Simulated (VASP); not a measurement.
Here is the system:

```
CELL_PARAMETERS angstrom
      3.96349     0.00000     0.00000
      0.00000     3.96349     0.00000
      0.00000     0.00000     3.96349
ATOMIC_POSITIONS crystal
  Ti 0.00000 0.00000 0.00000
  Pt 0.00000 0.50000 0.50000
  Pt 0.50000 0.00000 0.50000
  Pt 0.50000 0.50000 0.00000
```

These are revPBE GGA, VASP's PBE PAW potentials (set 64) (plane waves; VASP) values and carry that method's errors. Run with 520 eV cut-off, Gaussian smearing of 0.050 eV, potentials Ti_sv Pt.

Q: Give the energies of bands 11 to 24 at the high-symmetry points, in eV from the Fermi level.

A: 
```tsv
band	Γ	X	M	R
11	-6.31	-4.79	-4.55	-4.23
12	-3.42	-4.41	-4.55	-3.44
13	-3.42	-4.12	-4.10	-3.44
14	-3.42	-4.12	-4.10	-3.44
15	-1.64	-3.40	-3.89	-2.89
16	-1.64	-2.92	-3.03	-2.89
17	-0.58	-2.55	-2.95	-0.79
18	-0.04	-2.55	-2.95	-0.63
19	-0.04	-2.48	-2.30	-0.63
20	-0.04	-1.35	-2.21	-0.63
21	1.24	-0.23	-2.15	-0.50
22	1.24	-0.23	0.16	-0.50
23	1.58	-0.04	0.16	-0.50
24	1.58	0.41	0.32	1.05
```

It has no gap at this level: it comes out as a metal or semimetal.

The compound is Pt3Ti in the L1_2 structure. It was relaxed first.
